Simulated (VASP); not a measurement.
```yaml
crystal:
  lattice:
    - [0.00000, 1.80750, 1.80750]
    - [1.80750, 0.00000, 1.80750]
    - [1.80750, 1.80750, 0.00000]
  atoms:
    - { symbol: B, position: [0.00000, 0.00000, 0.00000] }
    - { symbol: N, position: [0.25000, 0.25000, 0.25000] }
```

Calculation: PBE GGA, VASP's PBE PAW potentials (set 64) (plane waves; VASP). Settings: PREC = Normal, 500 eV cut-off, 4×4×4 Γ-centred mesh, Gaussian smearing of 0.010 eV, potentials B_GW N_GW_new.

### Question
Give the stress tensor in GPa (positive for a compressed cell).

### Answer

```
3.50  0.00  0.00
0.00  3.50  0.00
0.00  0.00  3.50
```
The pressure is its mean diagonal, 3.50 GPa.

The compound is BN in the zinc blende structure. The cell was not relaxed at this level. The k-mesh is coarse (spacing up to 0.75 per Å, 2π included), so the numbers may not be converged in it.
